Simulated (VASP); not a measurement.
# Mo: how cutoff and mesh change the relaxed cell, part 2 of 2

How far does the relaxed cell of Mo depend on cutoff and k mesh? The starting structure is a measured crystal structure from the Crystallography Open Database. The first relaxation on each setting starts from this cell expanded by 3 % in volume.

VASP 6.6.1.

Results so far: reference 15.36 Å³ an atom; a cutoff of 240 eV 14.88 Å³ an atom; an 11×11×11 mesh 15.35 Å³ an atom.

### Step 5. Relaxation with a cutoff of 600 eV

Level of this step: PBEsol; plane waves and PAW (Mo_sv) (VASP).

Against step 2 the input has ENCUT = 600. This run starts from the cell of an earlier relaxation, which isn't shown; the restart sets up the plane waves anew.

Input file INCAR:

```
SYSTEM = Mo
PREC = Accurate
ENCUT = 600
EDIFF = 1E-06
NELM = 100
ISMEAR = 1
SIGMA = 0.15
LREAL = .FALSE.
ALGO = Normal
GGA = PS
NBANDS = 13
LASPH = .TRUE.
LORBIT = 11
LWAVE = .FALSE.
LCHARG = .FALSE.
KPAR = 8
IBRION = 2
NSW = 50
ISIF = 3
EDIFFG = -0.006
```

Input file POSCAR:

```
Mo
1.0
   -1.5658991939      1.5658991939      1.5658991939
    1.5658991939     -1.5658991939      1.5658991939
    1.5658991939      1.5658991939     -1.5658991939
Mo
1
Direct
    0.0000000000      0.0000000000      0.0000000000
```

Input file KPOINTS:

```
Automatic mesh
0
Gamma
20 20 20
0 0 0
```

The projector-augmented-wave data sets are Mo_sv (PBE family, release 64).

The run is started by

```console
$ mpirun -np 8 vasp_std
```

Output:

```text
[... set-up lines as in an earlier step ...]
 entering main loop
       N       E                     dE             d eps       ncg     rms          rms(c)
DAV:   1     0.101751251240E+03    0.10175E+03   -0.87153E+03  6677   0.123E+03
DAV:   2    -0.112046802019E+02   -0.11296E+03   -0.10859E+03  7711   0.332E+02
DAV:   3    -0.125333520111E+02   -0.13287E+01   -0.13253E+01  7301   0.358E+01
DAV:   4    -0.125363521178E+02   -0.30001E-02   -0.30001E-02  7571   0.207E+00
[...]
DAV:   9    -0.117799564987E+02   -0.18308E-04   -0.89455E-05  7866   0.115E-01    0.887E-02
DAV:  10    -0.117799640459E+02   -0.75472E-05   -0.88410E-06  6931   0.349E-02    0.351E-03
DAV:  11    -0.117799641410E+02   -0.95077E-07   -0.75170E-08  3718   0.318E-03
   1 F= -.11779964E+02 E0= -.11779798E+02  d E =-.117800E+02
[...]
reached required accuracy - stopping structural energy minimisation
```

Run time: 7.6 s. Hardware: 8 MPI ranks of Intel Xeon Platinum 8488C (Sapphire Rapids), shared host; peak memory 1.4 GiB; 55 s of CPU time.

From OUTCAR (step 5):

```text
  Total       -0.0012436     -0.0012436     -0.0012436      0.0000000      0.0000000      0.0000000
  in kB       -0.1297282     -0.1297282     -0.1297282      0.0000000      0.0000000      0.0000000
  external PRESSURE =      -0.1297282 kB  Pullay stress =       0.0000000 kB

 POSITION                                       TOTAL-FORCE (eV/Angst)
 -----------------------------------------------------------------------------------
      0.00000      0.00000      0.00000        -0.000000      0.000000      0.000000
 -----------------------------------------------------------------------------------
    total drift:                                0.000000      0.000000     -0.000000

  FREE ENERGIE OF THE ION-ELECTRON SYSTEM (eV)
  ---------------------------------------------------
  free  energy   TOTEN  =       -11.7799641410 eV

  energy  without entropy=      -11.7794643866  energy(sigma->0) =      -11.77979756

[... 2 parts as in an earlier step ...]

[... 2 further parts left out ...]
[key lines of the parts left out:]
E-fermi :  12.7679
```

With a cutoff of 600 eV the cell ends at 15.359 Å³ an atom, +0.02 % from the reference; the bulk modulus is 281.7 GPa against 281.7 GPa.

### Step 6. Relaxation with a 28×28×28 mesh

Against step 2 the input has a 28×28×28 mesh. This run starts from the cell of an earlier relaxation, which isn't shown; the restart sets up the plane waves anew.

Changes to INCAR since step 5:

```diff
@@ -2,3 +2,3 @@
 PREC = Accurate
-ENCUT = 600
+ENCUT = 450
 EDIFF = 1E-06
```

Input file POSCAR:

```
Mo
1.0
   -1.5658982303      1.5658982303      1.5658982303
    1.5658982303     -1.5658982303      1.5658982303
    1.5658982303      1.5658982303     -1.5658982303
Mo
1
Direct
    0.0000000000      0.0000000000      0.0000000000
```

Input file KPOINTS:

```
Automatic mesh
0
Gamma
28 28 28
0 0 0
```

The run is started by

```console
$ mpirun -np 8 vasp_std
```

Output:

```text
[... set-up lines as in an earlier step ...]
 entering main loop
       N       E                     dE             d eps       ncg     rms          rms(c)
DAV:   1     0.813766666812E+02    0.81377E+02   -0.74535E+03 16412   0.996E+02
DAV:   2    -0.115460407371E+02   -0.92923E+02   -0.89484E+02 18584   0.291E+02
DAV:   3    -0.125305649619E+02   -0.98452E+00   -0.98237E+00 18199   0.299E+01
DAV:   4    -0.125326864558E+02   -0.21215E-02   -0.21215E-02 18159   0.169E+00
[...]
DAV:   9    -0.117767511226E+02    0.15471E-04   -0.97546E-05 19142   0.119E-01    0.829E-02
DAV:  10    -0.117767578947E+02   -0.67720E-05   -0.90335E-06 16864   0.348E-02    0.577E-03
DAV:  11    -0.117767580911E+02   -0.19642E-06   -0.13605E-07  9252   0.398E-03
   1 F= -.11776758E+02 E0= -.11776679E+02  d E =-.117768E+02
[...]
N       E                     dE             d eps       ncg     rms          rms(c)
DAV:   1    -0.117770378278E+02   -0.27993E-03   -0.61086E-03 16489   0.104E+00    0.198E-01
DAV:   2    -0.117767639009E+02    0.27393E-03   -0.42038E-04 16339   0.257E-01    0.329E-02
DAV:   3    -0.117767441779E+02    0.19723E-04   -0.61565E-05 17159   0.970E-02    0.297E-02
DAV:   4    -0.117767476507E+02   -0.34728E-05   -0.15716E-06 14671   0.130E-02    0.114E-03
DAV:   5    -0.117767476750E+02   -0.24254E-07   -0.11463E-07  8347   0.419E-03
   2 F= -.11776748E+02 E0= -.11776670E+02  d E =0.104161E-04
 trial-energy change:    0.000010  1 .order    0.000011   -0.000012    0.000033
 step:   0.2577(harm=  0.2577)  dis= 0.00000  next Energy=   -11.776760 (dE=-0.148E-05)
[...]
N       E                     dE             d eps       ncg     rms          rms(c)
DAV:   1    -0.117769201836E+02   -0.17253E-03   -0.33644E-03 16459   0.770E-01    0.146E-01
DAV:   2    -0.117767711573E+02    0.14903E-03   -0.23280E-04 16334   0.191E-01    0.244E-02
DAV:   3    -0.117767598558E+02    0.11301E-04   -0.33805E-05 17059   0.718E-02    0.218E-02
DAV:   4    -0.117767596735E+02    0.18232E-06   -0.85804E-07 12933   0.970E-03
   3 F= -.11776760E+02 E0= -.11776681E+02  d E =-.158244E-05
[...]
reached required accuracy - stopping structural energy minimisation
```

The job ended after 23 s (8 MPI ranks; peak memory 1.6 GiB).

OUTCAR, selected parts (step 6):

```text
  Total        0.0034578      0.0034578      0.0034578      0.0000000      0.0000000      0.0000000
  in kB        0.3608293      0.3608293      0.3608293      0.0000000      0.0000000      0.0000000
  external PRESSURE =       0.3608293 kB  Pullay stress =       0.0000000 kB

 POSITION                                       TOTAL-FORCE (eV/Angst)
 -----------------------------------------------------------------------------------
      0.00000      0.00000     -0.00000         0.000000     -0.000000      0.000000
 -----------------------------------------------------------------------------------
    total drift:                               -0.000000     -0.000000      0.000000

  FREE ENERGIE OF THE ION-ELECTRON SYSTEM (eV)
  ---------------------------------------------------
  free  energy   TOTEN  =       -11.7767596735 eV

  energy  without entropy=      -11.7765234006  energy(sigma->0) =      -11.77668092

[... 1 part as in an earlier step ...]

[... 3 further parts left out ...]
[key lines of the parts left out:]
E-fermi :  12.8006
```

With a 28×28×28 mesh the cell ends at 15.353 Å³ an atom, -0.01 % from the reference; the bulk modulus is 280.1 GPa against 281.7 GPa.

### Step 7. All runs side by side

| run | volume (Å³/atom) | change (%) | bulk modulus (GPa) | pressure left (GPa) | core minutes |
| --- | --- | --- | --- | --- | --- |
| reference | 15.355 | - | 281.7 | 0.04 | 5.33 |
| a cutoff of 240 eV | 14.878 | -3.11 | 306.6 | 0.02 | 2.59 |
| an 11×11×11 mesh | 15.354 | -0.01 | 268.4 | 0.02 | 1.71 |
| a cutoff of 600 eV | 15.359 | 0.02 | 281.7 | -0.01 | 4.35 |
| a 28×28×28 mesh | 15.353 | -0.01 | 280.1 | 0.04 | 9.07 |

Core minutes are wall time times ranks, summed over the relaxations behind a row (those for a bulk modulus apart), on shared hosts.

### Step 8. Results

```
volume of the reference                          : 15.36 Å³/atom
volume against the reference, a cutoff of 240 eV : -3.11 %
volume against the reference, an 11×11×11 mesh   : -0.01 %
volume against the reference, a cutoff of 600 eV : +0.02 %
volume against the reference, a 28×28×28 mesh    : -0.01 %
```

The volume moves most with a cutoff of 240 eV: -3.11 % against the reference (450 eV, 20×20×20 mesh). On finer settings it changes by +0.02 % with a cutoff of 600 eV and -0.01 % with a 28×28×28 mesh. The relaxations stop with up to 0.04 GPa left, which at the bulk modulus found here is 0.01 % of the volume. That understates it: a restart alone still moved the volume by up to 1.3 %. A cell that shrinks at the lower cutoff is the usual mark of Pulay stress, the error that a plane-wave basis makes when it is kept while the volume changes. The bulk modulus is more sensitive: it changes by +8.8 % with a cutoff of 240 eV. Further runs on this material are not shown.

[Lines on the potential files, build, host, timing and source positions are cut from VASP's logs without a mark.]

[Logs are printed without paths, hosts, clocks, repeated set-up lines and the standing remarks that a program may print on its own settings, such as how far it seeks lower states.]

[Hosts, paths, dates, database ids (printed as entryN), source tags and the programs' standing remarks are cut or masked in the printed files.]
